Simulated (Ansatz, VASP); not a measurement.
## Na4Sb in VASP and in Ansatz

```
Na Sb
1.0
    -3.63811    3.63811    3.63811
     3.63811   -3.63811    3.63811
     3.63811    3.63811   -3.63811
Na Sb
4 1
Cartesian
  1.8191 1.8191 1.8191
  1.8191 1.8191 -1.8191
  1.8191 -1.8191 1.8191
  -1.8191 1.8191 1.8191
  0.0000 0.0000 0.0000
```

Alike in both runs: functional PBE; k mesh 8 × 8 × 8; occupations gaussian, width 0.1 eV; no spin polarisation.

Ansatz relaxed the structure, and its values are those at the end. VASP's run is a single point on that final structure, the one shown.

|  | VASP | Ansatz |
| --- | --- | --- |
| version | VASP 6.6.1 | Ansatz 0.2.0 |
| potentials or method | VASP PAW PBE potentials, release 64 (Na_pv, Sb) | scalar-relativistic, plane waves, PAW |
| plane-wave cutoff (eV) | 520 | 420 |
| valence electrons in the cell | 33 | 51 |

```tsv
	VASP	Ansatz	Ansatz less VASP
gap on the k mesh at the Fermi level (eV)	none	none	-
pressure (GPa)	0.1	0.0	-0.02
```

A gap of «none» marks a metal or a gap that the smearing closes. The two sets of potentials don't hold the same shells in valence.

The runs have no spin-orbit coupling, so splittings on Sb are missing.
